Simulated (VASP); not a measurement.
Here is the system:

```yaml
crystal:
  lattice:
    - [-3.63000, 3.63000, 2.80000]
    - [3.63000, -3.63000, 2.80000]
    - [3.63000, 3.63000, -2.80000]
  atoms:
    - { symbol: Au, position: [0.25000, 0.25000, 0.00000] }
    - { symbol: Au, position: [0.75000, 0.75000, 0.00000] }
    - { symbol: Tl, position: [0.66000, 0.16000, 0.82000] }
    - { symbol: Tl, position: [0.16000, 0.34000, 0.50000] }
    - { symbol: Tl, position: [0.34000, 0.84000, 0.18000] }
    - { symbol: Tl, position: [0.84000, 0.66000, 0.50000] }
```

Computed with LDA (Ceperley-Alder, Perdew-Zunger), VASP's LDA PAW potentials (set 64) (plane waves; VASP 6.6.1). Numerical set-up: 300 eV cut-off, 5×5×5 Γ-centred mesh, Gaussian smearing of 0.20 eV, potentials Au Tl_d.

Question: Give the energies of bands 30 to 43 at the high-symmetry points, in eV from the Fermi level.

Answer: 
```json
[
 {"band": "30", "Γ": "-3.17", "X": "-3.34", "M": "-4.15", "Z": "-4.13", "P": "-4.28", "N": "-4.24"},
 {"band": "31", "Γ": "-2.98", "X": "-3.27", "M": "-3.98", "Z": "-3.69", "P": "-3.89", "N": "-4.08"},
 {"band": "32", "Γ": "-2.96", "X": "-3.02", "M": "-3.64", "Z": "-3.58", "P": "-3.89", "N": "-4.08"},
 {"band": "33", "Γ": "-2.96", "X": "-2.96", "M": "-3.19", "Z": "-3.15", "P": "-3.65", "N": "-3.00"},
 {"band": "34", "Γ": "-2.63", "X": "-2.94", "M": "-3.00", "Z": "-3.10", "P": "-3.65", "N": "-3.00"},
 {"band": "35", "Γ": "-1.60", "X": "-1.22", "M": "-3.00", "Z": "-3.10", "P": "-0.59", "N": "-2.38"},
 {"band": "36", "Γ": "-0.30", "X": "-0.65", "M": "-0.65", "Z": "-0.32", "P": "-0.59", "N": "-2.38"},
 {"band": "37", "Γ": "0.05", "X": "-0.59", "M": "1.39", "Z": "0.70", "P": "0.29", "N": "0.34"},
 {"band": "38", "Γ": "0.05", "X": "-0.16", "M": "2.73", "Z": "1.54", "P": "0.29", "N": "0.34"},
 {"band": "39", "Γ": "0.20", "X": "0.59", "M": "3.64", "Z": "1.96", "P": "1.77", "N": "2.48"},
 {"band": "40", "Γ": "0.20", "X": "0.61", "M": "3.64", "Z": "1.96", "P": "1.77", "N": "2.48"},
 {"band": "41", "Γ": "0.57", "X": "3.80", "M": "3.97", "Z": "5.09", "P": "2.80", "N": "3.59"},
 {"band": "42", "Γ": "1.98", "X": "4.96", "M": "4.13", "Z": "5.65", "P": "2.80", "N": "3.59"},
 {"band": "43", "Γ": "2.27", "X": "5.08", "M": "4.13", "Z": "5.83", "P": "4.93", "N": "5.39"}
]
```

It has no gap at this level: it comes out as a metal or semimetal.

The structure comes from a measured Tl2Au entry of the Crystallography Open Database, whose conditions weren't checked. The cell was not relaxed at this level.
